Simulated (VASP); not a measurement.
Given:

```
CELL_PARAMETERS angstrom
      0.00000     1.93587     1.93587
      1.93587     0.00000     1.93587
      1.93587     1.93587     0.00000
ATOMIC_POSITIONS crystal
  Pd 0.00000 0.00000 0.00000
```

Computed with PBEsol GGA, VASP's PBE PAW potentials (set 64) (plane waves; VASP 6.6.1). Settings: 400 eV cut-off, Gaussian smearing of 0.050 eV, potentials Pd.

**Question.** Give the energies of bands 1 to 6 at the high-symmetry points, in eV from the Fermi level.

**Answer.** 
```csv
band,Γ,X,U,L,W
1,-7.36,-5.55,-4.87,-5.46,-4.46
2,-2.92,-5.26,-4.28,-2.96,-3.49
3,-2.92,-0.02,-2.04,-2.96,-3.49
4,-2.92,0.32,-0.96,0.00,-1.35
5,-1.24,0.32,-0.15,0.00,0.32
6,-1.24,3.26,7.14,0.90,8.94
```

It has no gap at this level: it comes out as a metal or semimetal.

The compound is Pd in the fcc structure. It was relaxed first.
